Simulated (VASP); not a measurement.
# Gd (Gadolinium): structure and properties in VASP, part 7 of 11

What structure does Gd (Gadolinium) take at this level, and what are its properties? The start is a cell from a database of measured crystal structures.

VASP 6.6.1, plane waves and PAW; the level of theory is named at each step.

Still holding for the runs below: The magnetic order is the lowest of the few collinear ones that converged above; longer or canted patterns were not tried. The k-mesh is coarse for a metal.

So far, moment of the cell, from the last line of the log (μB): step 2 (magnetic order: ferromagnetic) 15.7; step 8 (relaxing cell and atoms (PBEsol + U)) 15.6. The relaxed cell has a = 3.583, c = 5.700 Å (conventional setting).

## Step 9: Second relaxation

Level of this step: PBEsol, DFT+U (Gd f 5 eV), spin-polarised from a ferromagnetic start; plane waves and PAW (Gd) (VASP).

The basis stayed that of the start cell while the cell moved. A rerun from the cell reached resets it; the error of the finite cutoff stays.

INCAR reads:

```
SYSTEM = Gd
PREC = Accurate
ENCUT = 450
EDIFF = 1E-06
NELM = 150
ISMEAR = 1
SIGMA = 0.2
LREAL = .FALSE.
ALGO = Normal
GGA = PS
NBANDS = 34
ISPIN = 2
MAGMOM = 7.13 7.13
LDAU = .TRUE.
LDAUTYPE = 2
LDAUL = 3
LDAUU = 5
LDAUJ = 0
LDAUPRINT = 1
LASPH = .TRUE.
LMAXMIX = 6
AMIX = 0.2
BMIX = 1E-04
AMIX_MAG = 0.8
BMIX_MAG = 1E-04
LORBIT = 11
LWAVE = .FALSE.
LCHARG = .FALSE.
KPAR = 4
IBRION = 2
NSW = 60
ISIF = 3
EDIFFG = -0.01
```

POSCAR reads:

```
Gd
1.0
    3.5829727779      0.0000000000      0.0000000000
   -1.7914863890      3.1029454468      0.0000000000
    0.0000000000      0.0000000000      5.6998135725
Gd
2
Direct
    0.3333333333      0.6666666667      0.2500000000
    0.6666666667      0.3333333333      0.7500000000
```

KPOINTS reads:

```
Automatic mesh
0
Gamma
7 7 4
0 0 0
```

The projector-augmented-wave data sets are Gd (PBE family, release 64).

Command:

```console
$ mpirun -np 4 vasp_std
```

Output:

```text
[... set-up lines as in an earlier step ...]
 entering main loop
       N       E                     dE             d eps       ncg     rms          rms(c)
DAV:   1     0.251352405670E+03    0.25135E+03   -0.10920E+04  4792   0.474E+03
DAV:   2     0.399671245115E+02   -0.21139E+03   -0.18395E+03  4654   0.433E+02
DAV:   3    -0.526394051259E+01   -0.45231E+02   -0.43668E+02  5270   0.146E+02
DAV:   4    -0.127921094368E+02   -0.75282E+01   -0.74604E+01  6350   0.479E+01
DAV:   5    -0.135702066652E+02   -0.77810E+00   -0.77570E+00  6270   0.162E+01    0.554E+01
DAV:   6    -0.227235989706E+02   -0.91534E+01   -0.86509E+00  5214   0.897E+01    0.381E+01
DAV:   7    -0.234990221902E+02   -0.77542E+00   -0.18999E+00  5868   0.174E+01    0.457E+01
DAV:   8    -0.235238209086E+02   -0.24799E-01   -0.22997E-01  6054   0.244E+00    0.573E+01
DAV:   9    -0.235290872462E+02   -0.52663E-02   -0.45547E-02  5236   0.207E+00    0.340E+01
DAV:  10    -0.235403723692E+02   -0.11285E-01   -0.58601E-02  5270   0.176E+00    0.257E+00
DAV:  11    -0.235406925857E+02   -0.32022E-03   -0.59877E-03  5776   0.545E-01    0.252E+00
DAV:  12    -0.235400453301E+02    0.64726E-03   -0.86915E-04  5444   0.288E-01    0.202E+00
DAV:  13    -0.235396517556E+02    0.39357E-03   -0.96556E-04  5830   0.265E-01    0.104E+00
DAV:  14    -0.235396144551E+02    0.37300E-04   -0.45739E-04  5994   0.980E-02    0.153E-01
DAV:  15    -0.235396043863E+02    0.10069E-04   -0.79074E-05  5508   0.114E-01    0.989E-02
DAV:  16    -0.235396039190E+02    0.46733E-06   -0.61569E-06  5186   0.146E-02
   1 F= -.23539604E+02 E0= -.23540210E+02  d E =-.235396E+02  mag=    15.6129
 curvature:   0.00 expect dE= 0.000E+00 dE for cont linesearch  0.000E+00
 trial: gam= 0.00000 g(F)=  0.479E-48 g(S)=  0.252E-03 ort = 0.000E+00 (trialstep = 0.100E+01)
 search vector abs. value=  0.252E-03
 bond charge predicted
       N       E                     dE             d eps       ncg     rms          rms(c)
DAV:   1    -0.235514962294E+02   -0.11892E-01   -0.12381E-01  5568   0.447E+00    0.653E+00
DAV:   2    -0.235437027813E+02    0.77934E-02   -0.17385E-02  4890   0.167E+00    0.265E+00
DAV:   3    -0.235401696019E+02    0.35332E-02   -0.75248E-03  5380   0.121E+00    0.150E+00
DAV:   4    -0.235397410263E+02    0.42858E-03   -0.28411E-03  6046   0.539E-01    0.120E+00
DAV:   5    -0.235398108282E+02   -0.69802E-04   -0.26645E-04  5864   0.118E-01    0.775E-01
DAV:   6    -0.235396816428E+02    0.12919E-03   -0.12118E-04  6388   0.991E-02    0.572E-01
DAV:   7    -0.235396196549E+02    0.61988E-04   -0.16520E-04  6252   0.978E-02    0.349E-01
DAV:   8    -0.235395902266E+02    0.29428E-04   -0.37330E-04  6082   0.161E-01    0.128E-01
DAV:   9    -0.235395941059E+02   -0.38793E-05   -0.46581E-05  5912   0.375E-02    0.436E-02
DAV:  10    -0.235395939625E+02    0.14343E-06   -0.12862E-06  2764   0.145E-02
   2 F= -.23539594E+02 E0= -.23540158E+02  d E =0.995650E-05  mag=    15.6090
[... from here on, the cycles between the ionic steps are left out ...]
   3 F= -.23539638E+02 E0= -.23540224E+02  d E =-.337667E-04  mag=    15.6112
   4 F= -.23539637E+02 E0= -.23540221E+02  d E =-.332030E-04  mag=    15.6109
   5 F= -.23539619E+02 E0= -.23540191E+02  d E =-.155233E-04  mag=    15.6098
   6 F= -.23539634E+02 E0= -.23540210E+02  d E =-.303655E-04  mag=    15.6102
   7 F= -.23539639E+02 E0= -.23540218E+02  d E =-.348349E-04  mag=    15.6105
   8 F= -.23539638E+02 E0= -.23540219E+02  d E =-.345357E-04  mag=    15.6106
   9 F= -.23539626E+02 E0= -.23540228E+02  d E =0.122500E-04  mag=    15.6124
  10 F= -.23539633E+02 E0= -.23540232E+02  d E =0.513366E-05  mag=    15.6120
 curvature:  -0.07 expect dE=-0.675E-04 dE for cont linesearch -0.670E-04
 ZBRENT: interpolating
 opt :   0.0796  next Energy=   -23.539669 (dE=-0.310E-04)
 bond charge predicted
       N       E                     dE             d eps       ncg     rms          rms(c)
DAV:   1    -0.235399292033E+02   -0.29672E-03   -0.26464E-03  4986   0.556E-01    0.102E+00
DAV:   2    -0.235397431101E+02    0.18609E-03   -0.42678E-04  5206   0.270E-01    0.400E-01
DAV:   3    -0.235396517632E+02    0.91347E-04   -0.14785E-04  4744   0.173E-01    0.233E-01
DAV:   4    -0.235396396153E+02    0.12148E-04   -0.86621E-05  6154   0.862E-02    0.237E-01
DAV:   5    -0.235396431013E+02   -0.34859E-05   -0.67525E-06  4838   0.223E-02    0.149E-01
DAV:   6    -0.235396392354E+02    0.38659E-05   -0.23302E-06  2360   0.145E-02    0.655E-02
DAV:   7    -0.235396362515E+02    0.29839E-05   -0.25965E-05  5372   0.453E-02    0.110E-01
DAV:   8    -0.235396373384E+02   -0.10869E-05   -0.47589E-06  4054   0.115E-02    0.176E-02
DAV:   9    -0.235396374317E+02   -0.93344E-07   -0.37616E-07  1888   0.738E-03
  11 F= -.23539637E+02 E0= -.23540228E+02  d E =0.102293E-05  mag=    15.6114
 curvature:  -0.04 expect dE=-0.228E-06 dE for cont linesearch -0.115E-07
 trial: gam= 0.01978 g(F)=  0.165E-45 g(S)=  0.572E-05 ort =-0.190E-04 (trialstep = 0.164E+00)
 search vector abs. value=  0.546E-05
 reached required accuracy - stopping structural energy minimisation
```

Run time: 3.8 min. Hardware: 4 MPI ranks of Intel Xeon Platinum 8259CL at 2.50GHz (Skylake/Cascade Lake), shared host; peak memory 1 GiB.

OUTCAR, selected parts (step 9):

```text
   ENCUT  =  450.0 eV  33.07 Ry    5.75 a.u.   6.20  6.20  9.86*2*pi/ulx,y,z

   NELECT =      36.0000    total number of electrons

atom =   1  type =  1  l = 3

 onsite density matrix

spin component  1

  0.9902 -0.0000  0.0000  0.0000  0.0000  0.0000 -0.0000
 -0.0000  0.9894 -0.0000  0.0000 -0.0000  0.0000 -0.0000
  0.0000 -0.0000  0.9890 -0.0000 -0.0000 -0.0000 -0.0000
  0.0000  0.0000 -0.0000  0.9901 -0.0000  0.0000  0.0000
  0.0000 -0.0000 -0.0000 -0.0000  0.9890 -0.0000  0.0000
  0.0000  0.0000 -0.0000  0.0000 -0.0000  0.9894 -0.0000
 -0.0000 -0.0000 -0.0000  0.0000  0.0000 -0.0000  0.9889

spin component  2

  0.0011  0.0000  0.0000  0.0000  0.0000  0.0000 -0.0000
  0.0000  0.0013 -0.0000  0.0000 -0.0000  0.0000 -0.0000
  0.0000 -0.0000  0.0008 -0.0000 -0.0000 -0.0000 -0.0000
  0.0000  0.0000 -0.0000  0.0006  0.0000  0.0000 -0.0000
  0.0000 -0.0000 -0.0000  0.0000  0.0008  0.0000  0.0000
  0.0000  0.0000 -0.0000  0.0000  0.0000  0.0013  0.0000
 -0.0000 -0.0000 -0.0000 -0.0000  0.0000  0.0000  0.0007

 occupancies and eigenvectors

  o =  0.0006  v =  0.0000  0.0000  0.0000  0.0000  0.0000  0.0000  0.0000  0.0000  0.0000 -0.0000 -1.0000  0.0000  0.0000 -0.0000      0.0000  0.0000  0.0000  0.0000  0.0000  0.0000  0.0000  0.0000  0.0000  0.0000  0.0000  0.0000  0.0000  0.0000
  o =  0.0007  v =  0.0000  0.0000  0.0000  0.0000  0.0000  0.0000  0.0000 -0.0000 -0.0000 -0.0000  0.0000  0.0000  0.0000 -1.0000      0.0000  0.0000  0.0000  0.0000  0.0000  0.0000  0.0000  0.0000  0.0000  0.0000  0.0000  0.0000  0.0000  0.0000
  o =  0.0008  v =  0.0000  0.0000  0.0000  0.0000  0.0000  0.0000  0.0000  0.0000  0.0000 -0.3234 -0.0000 -0.9463  0.0000 -0.0000      0.0000  0.0000  0.0000  0.0000  0.0000  0.0000  0.0000  0.0000  0.0000  0.0000  0.0000  0.0000  0.0000  0.0000
  o =  0.0008  v =  0.0000  0.0000  0.0000  0.0000  0.0000  0.0000  0.0000 -0.0000  0.0000  0.9463 -0.0000 -0.3234  0.0000 -0.0000      0.0000  0.0000  0.0000  0.0000  0.0000  0.0000  0.0000  0.0000  0.0000  0.0000  0.0000  0.0000  0.0000  0.0000
  o =  0.0011  v =  0.0000  0.0000  0.0000  0.0000  0.0000  0.0000  0.0000  1.0000 -0.0000  0.0000  0.0000  0.0000 -0.0000 -0.0000      0.0000  0.0000  0.0000  0.0000  0.0000  0.0000  0.0000  0.0000  0.0000  0.0000  0.0000  0.0000  0.0000  0.0000
  o =  0.0013  v =  0.0000  0.0000  0.0000  0.0000  0.0000  0.0000  0.0000 -0.0000 -0.9908 -0.0000 -0.0000 -0.0000  0.1352  0.0000      0.0000  0.0000  0.0000  0.0000  0.0000  0.0000  0.0000  0.0000  0.0000  0.0000  0.0000  0.0000  0.0000  0.0000
  o =  0.0013  v =  0.0000  0.0000  0.0000  0.0000  0.0000  0.0000  0.0000 -0.0000 -0.1352  0.0000 -0.0000 -0.0000 -0.9908  0.0000      0.0000  0.0000  0.0000  0.0000  0.0000  0.0000  0.0000  0.0000  0.0000  0.0000  0.0000  0.0000  0.0000  0.0000
  o =  0.9889  v = -0.0000  0.0000 -0.0000 -0.0000  0.0000 -0.0000 -1.0000  0.0000  0.0000  0.0000  0.0000  0.0000  0.0000  0.0000      0.0000  0.0000  0.0000  0.0000  0.0000  0.0000  0.0000  0.0000  0.0000  0.0000  0.0000  0.0000  0.0000  0.0000
  o =  0.9890  v = -0.0000 -0.0000  0.3036  0.0000  0.9528  0.0000  0.0000  0.0000  0.0000  0.0000  0.0000  0.0000  0.0000  0.0000      0.0000  0.0000  0.0000  0.0000  0.0000  0.0000  0.0000  0.0000  0.0000  0.0000  0.0000  0.0000  0.0000  0.0000
  o =  0.9890  v = -0.0000 -0.0000  0.9528 -0.0000 -0.3036 -0.0000 -0.0000  0.0000  0.0000  0.0000  0.0000  0.0000  0.0000  0.0000      0.0000  0.0000  0.0000  0.0000  0.0000  0.0000  0.0000  0.0000  0.0000  0.0000  0.0000  0.0000  0.0000  0.0000
  o =  0.9894  v =  0.0000  0.2465  0.0000  0.0000  0.0000 -0.9692  0.0000  0.0000  0.0000  0.0000  0.0000  0.0000  0.0000  0.0000      0.0000  0.0000  0.0000  0.0000  0.0000  0.0000  0.0000  0.0000  0.0000  0.0000  0.0000  0.0000  0.0000  0.0000
[...]
o =  0.0011  v =  0.0000  0.0000  0.0000  0.0000  0.0000  0.0000  0.0000  1.0000  0.0000  0.0000  0.0000  0.0000 -0.0000 -0.0000      0.0000  0.0000  0.0000  0.0000  0.0000  0.0000  0.0000  0.0000  0.0000  0.0000  0.0000  0.0000  0.0000  0.0000
  o =  0.0013  v =  0.0000  0.0000  0.0000  0.0000  0.0000  0.0000  0.0000  0.0000 -0.9996  0.0000 -0.0000  0.0000  0.0289 -0.0000      0.0000  0.0000  0.0000  0.0000  0.0000  0.0000  0.0000  0.0000  0.0000  0.0000  0.0000  0.0000  0.0000  0.0000
  o =  0.0013  v =  0.0000  0.0000  0.0000  0.0000  0.0000  0.0000  0.0000  0.0000  0.0289 -0.0000  0.0000 -0.0000  0.9996  0.0000      0.0000  0.0000  0.0000  0.0000  0.0000  0.0000  0.0000  0.0000  0.0000  0.0000  0.0000  0.0000  0.0000  0.0000
  o =  0.9889  v = -0.0000  0.0000 -0.0000 -0.0000  0.0000 -0.0000 -1.0000  0.0000  0.0000  0.0000  0.0000  0.0000  0.0000  0.0000      0.0000  0.0000  0.0000  0.0000  0.0000  0.0000  0.0000  0.0000  0.0000  0.0000  0.0000  0.0000  0.0000  0.0000
  o =  0.9890  v = -0.0000  0.0000  0.3036  0.0000  0.9528  0.0000  0.0000  0.0000  0.0000  0.0000  0.0000  0.0000  0.0000  0.0000      0.0000  0.0000  0.0000  0.0000  0.0000  0.0000  0.0000  0.0000  0.0000  0.0000  0.0000  0.0000  0.0000  0.0000
  o =  0.9890  v =  0.0000 -0.0000 -0.9528  0.0000  0.3036  0.0000  0.0000  0.0000  0.0000  0.0000  0.0000  0.0000  0.0000  0.0000      0.0000  0.0000  0.0000  0.0000  0.0000  0.0000  0.0000  0.0000  0.0000  0.0000  0.0000  0.0000  0.0000  0.0000
  o =  0.9894  v =  0.0000  0.1382 -0.0000  0.0000  0.0000 -0.9904  0.0000  0.0000  0.0000  0.0000  0.0000  0.0000  0.0000  0.0000      0.0000  0.0000  0.0000  0.0000  0.0000  0.0000  0.0000  0.0000  0.0000  0.0000  0.0000  0.0000  0.0000  0.0000
  o =  0.9894  v = -0.0000  0.9904 -0.0000 -0.0000 -0.0000  0.1382  0.0000  0.0000  0.0000  0.0000  0.0000  0.0000  0.0000  0.0000      0.0000  0.0000  0.0000  0.0000  0.0000  0.0000  0.0000  0.0000  0.0000  0.0000  0.0000  0.0000  0.0000  0.0000
  o =  0.9901  v = -0.0000  0.0000  0.0000  1.0000 -0.0000  0.0000 -0.0000  0.0000  0.0000  0.0000  0.0000  0.0000  0.0000  0.0000      0.0000  0.0000  0.0000  0.0000  0.0000  0.0000  0.0000  0.0000  0.0000  0.0000  0.0000  0.0000  0.0000  0.0000
  o =  0.9902  v =  1.0000  0.0000  0.0000  0.0000  0.0000  0.0000 -0.0000  0.0000  0.0000  0.0000  0.0000  0.0000  0.0000  0.0000      0.0000  0.0000  0.0000  0.0000  0.0000  0.0000  0.0000  0.0000  0.0000  0.0000  0.0000  0.0000  0.0000  0.0000

 E-fermi :   3.1145

 spin component 1
 k-point     1 :       0.0000    0.0000    0.0000
  band No.  band energies     occupation
    ...
     20      -4.2766      1.00000
     21      -4.2501      1.00000
     22      -4.2449      1.00000
     23      -2.1483      1.00000
     24       0.4347      1.00000
     25       4.2106     -0.00000
     26       4.3234     -0.00000
     27       4.3234     -0.00000
     28       4.5024     -0.00000
     29       4.9869     -0.00000
    ...

 k-point     2 :       0.1429   -0.0000    0.0000
  band No.  band energies     occupation
    ...
     20      -4.2834      1.00000
     21      -4.2653      1.00000
     22      -4.2571      1.00000
     23      -1.6574      1.00000
     24       0.8965      1.00000
     25       3.5254     -0.00667
     26       3.5302     -0.00615
     27       4.5132     -0.00000
     28       4.8148     -0.00000
     29       5.0969     -0.00000
    ...

  Total        0.0038669      0.0038669     -0.0143989     -0.0000000     -0.0000000     -0.0000000
  in kB        0.0979397      0.0979397     -0.3646919     -0.0000000     -0.0000000     -0.0000000
  external PRESSURE =      -0.0562708 kB  Pullay stress =       0.0000000 kB

 POSITION                                       TOTAL-FORCE (eV/Angst)
 -----------------------------------------------------------------------------------
     -0.00000      2.06756      1.42392         0.000000     -0.000000      0.000000
      1.79056      1.03378      4.27176        -0.000000      0.000000      0.000000
 -----------------------------------------------------------------------------------
    total drift:                               -0.000000      0.000000     -0.000000

  FREE ENERGIE OF THE ION-ELECTRON SYSTEM (eV)
  ---------------------------------------------------
  free  energy   TOTEN  =       -23.5396374317 eV

  energy  without entropy=      -23.5414080485  energy(sigma->0) =      -23.54022764

 magnetization (x)
# of ion       s       p       d       f       tot
--------------------------------------------------
    1        0.005  -0.042   0.253   6.914   7.130
    2        0.005  -0.042   0.253   6.914   7.130
--------------------------------------------------
tot          0.010  -0.084   0.506  13.829  14.260

[... 5 parts as in an earlier step ...]

[... 17 further parts left out ...]
```

CONTCAR:

```
Gd
   1.00000000000000
     3.5811254438732920    0.0000000000000298   -0.0000000000000000
    -1.7905627219865945    3.1013456086034723   -0.0000000000000000
    -0.0000000000000000    0.0000000000000000    5.6956788020537683
  Gd
     2
Direct
     0.3333333332999970    0.6666666667000030    0.2500000000000000
     0.6666666667000030    0.3333333332999970    0.7500000000000000
```

Little changed from the start: no atom moved by 0.005 Å and no cell edge by 0.1 %.

Numbers from this step:

- free energy (TOTEN): -23.54 eV
- energy at zero smearing: -23.54 eV
- Fermi energy: 3.115 eV
- pressure: -0.005627 GPa
- SCF cycles over all ionic steps: 87

It ends with forces that vanish by symmetry and a pressure of -0.01 GPa.

(Part 7 of 11 ends here.)

[Lines on the potential files, build, host, timing and source positions are cut from VASP's logs without a mark.]

[Logs are printed without paths, hosts, clocks, repeated set-up lines and the standing remarks that a program may print on its own settings, such as how far it seeks lower states.]

[Hosts, paths, dates, database ids (printed as entryN), source tags and the programs' standing remarks are cut or masked in the printed files.]

[A measured line is paired with the nearest computed mode of its activity, which favours agreement.]
